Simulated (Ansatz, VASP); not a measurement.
# Hf (Hafnium) in two plane-wave programs

Aim: how closely do two programs agree when they are given the same cell, functional and k mesh? The cell is taken from a series of runs on this material, whose earlier steps may have relaxed, scaled, displaced or heated it; both programs get it as it stands.

Main program and level: Ansatz 0.2.0; plane waves, with VASP 6.6.1 beside it; zone-centre phonons at PBE with D3(BJ).

### Step 1. The starting structure

It takes space group P6_3/mmc (No. 194, hexagonal). Conventional cell: a = 3.171 Å, b = 3.171 Å, c = 5.017 Å, α = 90.00°, β = 90.00°, γ = 120.00°. Nearest to Hf lie 12 Hf at 3.11 to 3.17 Å.

### Step 2. Ansatz: zone-centre phonons, PBE with D3(BJ)

Ansatz runs on its default PAW (the set named soft_2) files.

Second derivatives magnify differences that forces hide, and they need a tight electronic threshold.

input.yaml reads:

```yaml
crystal:
  lattice:
    - [3.1709221231, 0.0, 0.0]
    - [-1.5854610616, 2.746099112, 0.0]
    - [0.0, 0.0, 5.016814414]
  atoms:
    - { symbol: Hf, position: [0.3333333333, 0.6666666667, 0.25] }
    - { symbol: Hf, position: [0.6666666667, 0.3333333333, 0.75] }
kpoints:
  mp_grid: { grid: [18, 18, 10] }
hamiltonian:
  xc: pbe
  dispersion: d3bj
scf:
  occupations: { method: methfessel_paxton, width: 0.2 }
output:
  eigenvalues: true
phonons:
  method: dfpt
```

Started as:

```
> ansatz run input.yaml --threads 8 --pin off --max-ram 14336MiB --backend cpu --events-out ev --progress --plain --runs-dir out
```

Numbers of over 12 decimals in the logs are rounded to 6 here.

What it wrote:

```text
zone centre: on kpoints.mp_grid the ground state, and the responses unless they are solved on pairs of k-points, stand on 546 of the mesh's 3240 k-points, reduced under 4 symmetry operations, with k and −k counted as one. Each operation leaves every solved displacement unchanged or reverses it
Engine: ansatz 0.2.0, aarch64-unknown-linux-gnu
Pseudopotentials: kind: paw
Pseudopotential: Hf, paw, valence charge 26, recommended cutoff 420 eV (normal), Hf.paw.azcp
Functional definition: PBE
  parameter kappa = 0.804
  parameter beta = 0.066725
  exchange = pbe_x(kappa = kappa, mu = beta*pi^2/3)
  correlation = pbe_c(beta = beta)
Crystal: 2 atoms, lattice volume = 43.685 Å³
Basis set: ecut = 420 eV, 857 PW (Γ), exchange–correlation on 48×48×72 points (8 copies of the dense FFT grid, shifted against one another)
Bands: 32, of which v1, the nominal top of the filled ones, is band 26 counted from 1 (25 counted from 0)
Symmetry: 24 space group operations
k-points: 546 of 3240 (irreducible under 4 space group operations, time reversal used)
Non-local potential: Hf, projectors of the file, l = 0: 3, l = 1: 2, l = 2: 2, l = 3: 3
PAW form: soft (Blöchl's): semilocal exchange-correlation on the pseudo side does not see the compensation charge
PAW one-centre angular grid: Hf, 590 points (default); XC on 64 Gauss nodes
Initial density: superposition of atomic densities (neutral atoms: chi_scale 0, normalization atom), corrected by the library's trained network
Initial wavefunctions: pseudopotential atomic-orbital guess
Functional: x = pbe(κ = 0.804, μ = 0.219515), c = pbe(β = 0.066725)
SCF iter   1: F=—  HF=-31443.632210 eV  |F-HF|=—  |Δ(HF+E_count)|=         —  Δρ=3.26e-3  dr2=2.39e-3  ethr=1.77e-3  ⟨swp⟩=4.1  Hψ=56502  notcnv=0
preconditioner: auto → Kerker (q_TF=auto, 2.809 Å⁻¹)  [metal: Δε(μ)=0.027 eV  Ē_g=17.580 eV  σ=0.200 eV  W_gap=0.11  n_scr=22 (ndim 8)  ℏωp=38.9 eV  f_vac=0.000  D(μ)=1.40/eV (n_scr^D=8)]
SCF iter   2: F=—  HF=-31443.632359 eV  |F-HF|=—  |Δ(HF+E_count)|=   1.49e-4  S|Δr|=    0.00e0  Δρ=2.05e-3  dr2=1.02e-3  ethr=4.60e-6  ⟨swp⟩=2.0  Hψ=24884  notcnv=0
SCF iter   3: F=—  HF=-31443.632591 eV  |F-HF|=—  |Δ(HF+E_count)|=   2.32e-4  S|Δr|=    0.00e0  Δρ=4.17e-4  dr2=7.37e-5  ethr=1.97e-6  ⟨swp⟩=2.0  Hψ=27139  notcnv=0
SCF iter   4: F=—  HF=-31443.632510 eV  |F-HF|=—  |Δ(HF+E_count)|=   8.14e-5  S|Δr|=    0.00e0  Δρ=2.38e-4  dr2=1.38e-5  ethr=1.42e-7  ⟨swp⟩=2.0  Hψ=31503  notcnv=0
SCF iter   5: F=—  HF=-31443.632513 eV  |F-HF|=—  |Δ(HF+E_count)|=   3.36e-6  S|Δr|=    0.00e0  Δρ=4.42e-5  dr2=3.89e-7  ethr=2.65e-8  ⟨swp⟩=2.0  Hψ=31024  notcnv=0
SCF iter   6: F=—  HF=-31443.632513 eV  |F-HF|=—  |Δ(HF+E_count)|=   1.21e-7  S|Δr|=    0.00e0  Δρ=1.56e-5  dr2=6.11e-8  ethr=7.48e-10  ⟨swp⟩=2.0  Hψ=30198  notcnv=0
SCF iter   7: F=—  HF=-31443.632513 eV  |F-HF|=—  |Δ(HF+E_count)|=  6.62e-10  S|Δr|=    0.00e0  Δρ=2.62e-6  dr2=3.17e-9  ethr=1.17e-10  ⟨swp⟩=2.0  Hψ=27224  notcnv=0
SCF iter   8: F=—  HF=-31443.632513 eV  |F-HF|=—  |Δ(HF+E_count)|=  9.82e-11  S|Δr|=    0.00e0  Δρ=8.49e-7  dr2=1.99e-10  ethr=6.10e-12  ⟨swp⟩=2.0  Hψ=31547  notcnv=0
SCF iter   9: F=-31443.632513 eV  HF=-31443.632513 eV  |F-HF|=1.46e-11  |Δ(HF+E_count)|=  3.27e-11  S|Δr|=    0.00e0  Δρ=1.53e-7  dr2=7.36e-12  ethr=1.00e-12  ⟨swp⟩=6.6  Hψ=103869  notcnv=0
the search or the solves at the SCF's close seem to have found levels that the self-consistency loop had missed (the run counts 3). By its estimate they hold under 1e-12 electrons; where the run keeps them, the occupations were computed again with them
SCF 1 converged in 9 iterations: F = -31443.632513 eV  dr2 = 7.36e-12
  greatest PAW one-centre occupation: 0.998 electrons in one spin orbital (limit 2), on the Hf atom at site 1 (counted from 0), in its partial waves of l = 0
DFPT response loops at Γ: preconditioner auto → Kerker (q_TF=auto, 2.809 Å⁻¹) (partly filled bands, converged f_vac=0.000); β = 1.00, the filter's whole step (`scf.mixing.beta` (0.50) is not read by the response loops under this deck's `scf.mixing.preconditioner`; to damp them name `kerker` or `kerker_dos`, under which they read `scf.mixing.beta`, and type it under 1.00, their step now; both keys bind the ground state too); Broyden in place of MSR1
SCF converged after 9 iterations
Stability not checked: this state was not tested for a lower state beside it, because cold or Methfessel-Paxton smearing, or corrected tetrahedra, fill the levels in a way that the test cannot read (fill_not_monotonic; see scf.lower_state_search)
Free energy (F): -31443.632513 eV
Harris-Foulkes:  -31443.632513 eV  (|F-HF|=1.46e-11)
Internal energy: -31443.636649 eV  (E = F + TS)
E sigma→0 (E₀):  -31443.633547 eV
Entropy (-TS):   0.004136 eV (2.068 meV/atom)
Fermi energy:    20.452091 eV
Step filling:    the computed levels leave a gap of 0.0000 eV = 0.0 smearing widths at the electron count; against every level under it full and every level over it empty, smearing changes F+E_penalty+E_count by +1.668 meV and its σ→0 estimate by +0.634 meV
--- Per-component energies (eV) ---
  E_band       = 102.317421
  E_kinetic    = 850.427806
  E_local      = -10014.313408  (includes V_loc(G=0)·N_el)
  E_nonlocal   = -2488.443253
  E_hartree    = 4722.780965
  E_xc         = -601.068778
  E_vxc        = -533.498286  (∫ρ·V_xc dr)
  E_paw        = -13856.156965  (= ΣΔE_a)
  E_vpaw       = 2842.582569  (= ΣTr[D̂ρ^β])
  E_aug_tail   = -0.000002  (compensation charges beyond the density's cutoff)
  E_ewald      = -10055.939366
  E_disp       = -0.923648  (pairwise vdW)
  E_smearing   = 0.004136  (= −TS)
  E_closure    = 0.000000  (closes the sum)
  Σ components = -31443.632513   (vs F -31443.632513, Δ=0.00e0)
--- Band table (eV; the first three rows and the last of 546) ---
  k-point 0: bands = [... 22 lower, 12.9764, 16.6475, 21.1551, 21.6113, 21.6113, 21.9016, 22.4610, 22.4610, ... 2 higher]
  k-point 1: bands = [... 22 lower, 13.0715, 16.6046, 21.0118, 21.5530, 21.5530, 21.8177, 22.3800, 22.3800, ... 2 higher]
  k-point 2: bands = [... 22 lower, 13.3499, 16.4491, 20.7000, 21.4463, 21.4463, 21.5839, 22.1743, 22.1743, ... 2 higher]
  k-point 545: bands = [... 22 lower, 17.6769, 17.6769, 19.6393, 19.6393, 20.3274, 20.3274, 22.7098, 22.7098, ... 2 higher]
--- Phonons (Γ-DFPT): 2 representative perturbations + reference, on 546 of 3240 k-points (Σ response iterations 6) ---
  k mesh reduced under 4 symmetry operations, with k and −k counted as one. Each operation leaves every solved displacement unchanged or reverses it
  ASR residual: 5.029e-5 → 0.000e0 eV/Å²; symmetrization residual: 1.331e-9 eV/Å²
  pairwise dispersion correction: d3bj (s6 = 1.0, s8 = 0.7875, a1 = 0.4289, a2_bohr = 4.4407), with the weights of each atom's references fixed at the reference crystal's, and the forces and stress that the weights' published response gives there kept as a pressure on the atom's counted neighbours (hamiltonian.dispersion)
  ASR residual per site (eV/Å²): 5.03e-5 5.03e-5
  Γ frequencies (cm⁻¹): 0.00 0.00 0.00 81.75 81.75 107.14
  non-analytic LO–TO correction: not included (Born effective charges unavailable; polar crystals: no LO–TO splitting at Γ)
```

### Step 3. VASP: zone-centre phonons, PBE with D3(BJ)

The same cell, functional, mesh and smearing now go to VASP, with its own data sets.

Lines of VASP's logs that name or quote its potential files are left out, and so is its time.

INCAR reads:

```
SYSTEM = Hf
PREC = Accurate
ENCUT = 500
EDIFF = 1E-08
NELM = 120
ISMEAR = 1
SIGMA = 0.2
LREAL = .FALSE.
ALGO = Normal
GGA = PE
IVDW = 12
NBANDS = 16
LASPH = .TRUE.
LORBIT = 11
LWAVE = .FALSE.
LCHARG = .FALSE.
ISIF = 2
IBRION = 6
NFREE = 2
POTIM = 0.015
NSW = 1
GGA_COMPAT = .FALSE.
KPAR = 2
```

POSCAR reads:

```
Hf
1.0
    3.1709221231      0.0000000000      0.0000000000
   -1.5854610616      2.7460991120      0.0000000000
    0.0000000000      0.0000000000      5.0168144140
Hf
2
Direct
    0.3333333333      0.6666666667      0.2500000000
    0.6666666667      0.3333333333      0.7500000000
```

KPOINTS reads:

```
Automatic mesh
0
Gamma
18 18 10
0 0 0
```

PAW data sets: Hf_pv (PBE family, release 64).

Started as:

```
> mpirun -np 2 vasp_std
```

What it wrote:

```text
[banner, memory and clock lines left out]
running    2 mpi-ranks, on    1 nodes
 distrk:  each k-point on    1 cores,    2 groups
 distr:  one band on    1 cores,    1 groups

 POSCAR found type information on POSCAR Hf
 POSCAR found :  1 types and       2 ions
 LDA part: xc-table for (Slater+PW92), standard interpolation
 POSCAR, INCAR and KPOINTS ok, starting setup
 FFT: planning ... GRIDC
 FFT: planning ... GRID_SOFT
 FFT: planning ... GRID
 WAVECAR not read
 entering main loop
       N       E                     dE             d eps       ncg     rms          rms(c)
DAV:   1     0.467350909504E+02    0.46735E+02   -0.11411E+04  7160   0.116E+03
DAV:   2    -0.188971704048E+02   -0.65632E+02   -0.64153E+02  9328   0.247E+02
DAV:   3    -0.205141018485E+02   -0.16169E+01   -0.16058E+01  9512   0.266E+01
DAV:   4    -0.205263555432E+02   -0.12254E-01   -0.12251E-01  8680   0.286E+00
DAV:   5    -0.205265079046E+02   -0.15236E-03   -0.15235E-03  9560   0.264E-01    0.663E+01
DAV:   6    -0.200239652578E+02    0.50254E+00   -0.46723E-01  8472   0.471E+00    0.393E+01
DAV:   7    -0.198474686836E+02    0.17650E+00   -0.79737E-01  8688   0.589E+00    0.188E+00
DAV:   8    -0.198377493189E+02    0.97194E-02   -0.50979E-02  8176   0.156E+00    0.296E-01
DAV:   9    -0.198378558612E+02   -0.10654E-03   -0.10736E-03  9856   0.243E-01    0.191E-01
DAV:  10    -0.198378432546E+02    0.12607E-04   -0.59964E-05  8360   0.550E-02    0.244E-01
DAV:  11    -0.198378463336E+02   -0.30789E-05   -0.71347E-06  9208   0.202E-02    0.987E-03
DAV:  12    -0.198378463849E+02   -0.51346E-07   -0.47285E-07  9144   0.469E-03    0.408E-03
DAV:  13    -0.198378463290E+02    0.55890E-07   -0.11371E-08  6864   0.908E-04    0.197E-03
DAV:  14    -0.198378462799E+02    0.49120E-07   -0.12252E-09  5256   0.314E-04    0.304E-04
DAV:  15    -0.198378462781E+02    0.18429E-08   -0.21593E-10  4952   0.120E-04
   1 F= -.20761116E+02 E0= -.20762489E+02  d E =0.411835E-02
[...]
2 F= -.20760869E+02 E0= -.20762236E+02  d E =0.410291E-02
[...]
3 F= -.20760869E+02 E0= -.20762236E+02  d E =0.410291E-02
[...]
4 F= -.20760711E+02 E0= -.20762104E+02  d E =0.417975E-02
 Finite differences progress:
  Degree of freedom:   2/  2
  Displacement:        1/  2
  Total:               3/  4
 bond charge predicted
       N       E                     dE             d eps       ncg     rms          rms(c)
DAV:   1    -0.198270252329E+02    0.10417E-01   -0.25180E+00 10560   0.131E+01    0.833E-01
DAV:   2    -0.198374655279E+02   -0.10440E-01   -0.11953E-01 12088   0.257E+00    0.221E-01
DAV:   3    -0.198374666601E+02   -0.11322E-05   -0.10839E-03 14328   0.261E-01    0.832E-02
DAV:   4    -0.198374457154E+02    0.20945E-04   -0.95028E-05 12176   0.817E-02    0.289E-02
DAV:   5    -0.198374422685E+02    0.34470E-05   -0.13610E-05 13112   0.311E-02    0.643E-03
DAV:   6    -0.198374420192E+02    0.24930E-06   -0.98760E-07 13664   0.750E-03    0.230E-03
DAV:   7    -0.198374419069E+02    0.11223E-06   -0.28170E-07 12480   0.451E-03    0.730E-04
DAV:   8    -0.198374419048E+02    0.21560E-08   -0.17391E-08  9256   0.110E-03
   5 F= -.20760711E+02 E0= -.20762104E+02  d E =0.417975E-02
 Finite differences progress:
  Degree of freedom:   2/  2
  Displacement:        2/  2
  Total:               4/  4
```

(Part 1 of 2 ends here.)

[Lines on the potential files, build, host, timing and source positions are cut from VASP's logs without a mark.]

[Logs are printed without paths, hosts, clocks, repeated set-up lines and the standing remarks that a program may print on its own settings, such as how far it seeks lower states.]

[Hosts, paths, dates, database ids (printed as entryN), source tags and the programs' standing remarks are cut or masked in the printed files.]
